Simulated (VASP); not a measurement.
All values below come from PBEsol GGA, VASP's PBE PAW potentials (set 64) (plane waves; VASP).

VASP input:

KPOINTS:
```
Automatic mesh
0
Gamma
16 16 9
0 0 0
```

INCAR:
```
SYSTEM = Ti
PREC = Accurate; ENCUT = 520; LREAL = .False.
LASPH = .True.
EDIFF = 1E-7; NELM = 100; ALGO = Normal
LMAXMIX = 4
ISMEAR = -5
GGA = PS
ISIF = 2
LWAVE = .False.; LCHARG = .True.; LORBIT = 11
NEDOS = 601
```

File POSCAR:
```
Ti
2.8975040
  0.4999999981  -0.8660254197   0.0000000000
  0.4999999981   0.8660254197   0.0000000000
  0.0000000000   0.0000000000   1.5846724421
Ti
2
Cartesian
  0.4999999981   0.2886757173   0.3961681105
  0.4999999981  -0.2886757173   1.1885043316
```

POTCAR, in this order: Ti_sv (PBE.64 set). Program: vasp_std.

The run wrote:

OSZICAR:
```
       N       E                     dE             d eps       ncg     rms          rms(c)
DAV:   1     0.245686424559E+03    0.24569E+03   -0.13565E+04  4808   0.189E+03
DAV:   2     0.924344136536E+01   -0.23644E+03   -0.23520E+03  4968   0.497E+02
DAV:   3    -0.177642244601E+02   -0.27008E+02   -0.26910E+02  9400   0.136E+02
DAV:   4    -0.188543966086E+02   -0.10902E+01   -0.10901E+01  5000   0.288E+01
DAV:   5    -0.189107789377E+02   -0.56382E-01   -0.56386E-01  7928   0.456E+00    0.129E+01
DAV:   6    -0.166848693157E+02    0.22259E+01   -0.80436E+00  5680   0.336E+01    0.324E+00
DAV:   7    -0.166598216462E+02    0.25048E-01   -0.91356E-01  7200   0.816E+00    0.209E+00
DAV:   8    -0.166890457163E+02   -0.29224E-01   -0.24299E-01  5624   0.666E+00    0.755E-01
DAV:   9    -0.166791780077E+02    0.98677E-02   -0.58417E-02  5760   0.283E+00    0.733E-02
DAV:  10    -0.166794985163E+02   -0.32051E-03   -0.27563E-03  7648   0.423E-01    0.987E-02
DAV:  11    -0.166795553412E+02   -0.56825E-04   -0.24239E-04  5432   0.147E-01    0.286E-02
DAV:  12    -0.166795463473E+02    0.89938E-05   -0.41917E-05  6688   0.561E-02    0.870E-03
DAV:  13    -0.166795468818E+02   -0.53442E-06   -0.13821E-06  5800   0.120E-02    0.218E-03
DAV:  14    -0.166795470966E+02   -0.21483E-06   -0.34292E-07  5888   0.473E-03    0.661E-04
DAV:  15    -0.166795471111E+02   -0.14552E-07   -0.36453E-08  3232   0.183E-03
   1 F= -.16679547E+02 E0= -.16679547E+02  d E =0.000000E+00
```

**OUTCAR**
```
------------------------ aborting loop because EDIFF is reached ----------------------------------------
  FORCE on cell =-STRESS in cart. coord.  units (eV):
  Direction    XX          YY          ZZ          XY          YZ          ZX
  --------------------------------------------------------------------------------------
  Total       -0.0163102     -0.0163102     -0.0336647      0.0000000      0.0000000      0.0000000
  in kB       -0.7827567     -0.7827567     -1.6156364      0.0000000      0.0000000      0.0000000
  external PRESSURE =      -1.0603832 kB  Pullay stress =       0.0000000 kB
  volume of cell :       33.38
      direct lattice vectors                 reciprocal lattice vectors
     1.448751995 -2.509312118  0.000000000     0.345124633 -0.199257795  0.000000000
     1.448751995  2.509312118  0.000000000     0.345124633  0.199257795  0.000000000
     0.000000000  0.000000000  4.591594740     0.000000000  0.000000000  0.217789256
 POSITION                                       TOTAL-FORCE (eV/Angst)
 -----------------------------------------------------------------------------------
      1.44875      0.83644      1.14790         0.000000     -0.000000      0.000000
      1.44875     -0.83644      3.44370        -0.000000      0.000000      0.000000
 -----------------------------------------------------------------------------------
    total drift:                               -0.000000      0.001054     -0.000021
  FREE ENERGIE OF THE ION-ELECTRON SYSTEM (eV)
  ---------------------------------------------------
  free  energy   TOTEN  =       -16.6795471111 eV

  energy  without entropy=      -16.6795471111  energy(sigma->0) =      -16.67954711

 total charge

# of ion       s       p       d       tot
------------------------------------------
    1        2.260   6.129   1.912  10.301
    2        2.260   6.129   1.912  10.301
--------------------------------------------------
tot          4.519  12.259   3.824  20.603
```
(Selected blocks of OUTCAR.)

For a metal the tetrahedron method with Blöchl corrections gives inexact stress and forces.

The compound is Ti in the hcp structure. It was relaxed first, which changed the volume by -5 %.
